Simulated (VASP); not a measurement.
```xyz
4
Lattice="3.8767 0.0000 0.0000 0.0000 3.8767 0.0000 0.0000 0.0000 3.8767" Properties=species:S:1:pos:R:3 pbc="T T T"
Ti     0.0000     0.0000     0.0000
Pt     0.0000     1.9383     1.9383
Pt     1.9383     0.0000     1.9383
Pt     1.9383     1.9383     0.0000
```

Level of theory: r2SCAN+rVV10, VASP's PBE PAW potentials (set 64) (plane waves; VASP). Settings: 520 eV cut-off, 8×8×8 Γ-centred mesh, first-order Methfessel-Paxton smearing of 0.10 eV, potentials Ti_sv Pt.

Question: Give the stress tensor in GPa (positive for a compressed cell).

Answer: 
```
8.63  0.00  0.00
0.00  8.63  0.00
0.00  0.00  8.63
```
The pressure is its mean diagonal, 8.63 GPa.

The compound is Pt3Ti in the L1_2 structure. This cell is one point of a volume scan, at 0.97 of the reference volume.
